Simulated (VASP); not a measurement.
Input:

```xyz
17
Lattice="5.4756 0.0000 0.0000 2.7378 4.7420 0.0000 0.0000 0.0000 20.8223" Properties=species:S:1:pos:R:3 pbc="T T T"
Ir     0.0000     0.0000     7.0580
Ir     2.7378     0.0000     7.0580
Ir     1.3689     2.3710     7.0580
Ir     4.1067     2.3710     7.0580
Ir     1.3689     0.7903     9.2934
Ir     4.1067     0.7903     9.2934
Ir     2.7378     3.1613     9.2934
Ir     5.4756     3.1613     9.2934
Ir     0.0000     1.5807    11.5288
Ir     2.7378     1.5807    11.5288
Ir     1.3689     3.9517    11.5288
Ir     4.1067     3.9517    11.5288
Ir     0.0000     0.0000    13.7642
Ir     2.7378     0.0000    13.7642
Ir     1.3689     2.3710    13.7642
Ir     4.1067     2.3710    13.7642
O      1.3689     0.7903    15.0165
```

Method: PBE GGA, VASP's PBE PAW potentials (set 64) (plane waves; VASP 6.6.1). Numerical set-up: PREC = Normal, EDIFF = 1E-5, 400 eV cut-off, 6×6×1 Γ-centred mesh, first-order Methfessel-Paxton smearing of 0.10 eV, potentials Ir O.

Problem. The ions are relaxed. Predict the relaxed structure.

Solution. 
```xyz
17
Lattice="5.4756 0.0000 0.0000 2.7378 4.7420 0.0000 0.0000 0.0000 20.8223" Properties=species:S:1:pos:R:3 pbc="T T T"
Ir     8.2125     4.7415     7.1043
Ir     5.4765     4.7415     7.1043
Ir     6.8445     2.3721     7.1043
Ir     4.1067     2.3710     7.1129
Ir     1.3689     0.7903     9.3098
Ir     4.1067     0.7879     9.2984
Ir     2.7357     3.1626     9.2984
Ir     5.4777     3.1626     9.2984
Ir     5.4715     1.5830    11.4939
Ir     2.7419     1.5830    11.4939
Ir     6.8445     3.9517    11.5144
Ir     4.1067     3.9469    11.4939
Ir     8.1505     4.7057    13.7672
Ir     5.5385     4.7057    13.7672
Ir     6.8445     2.4437    13.7672
Ir     4.1067     2.3710    13.6871
O      1.3689     0.7903    14.9787
```

Problem. How much energy does the relaxation gain?

Solution. The energy (σ→0) changes by -12.4 meV/atom, in 12 ionic steps.

The cell is a thin slab with vacuum, built from Ir (fcc): (111) face, O adsorbed.
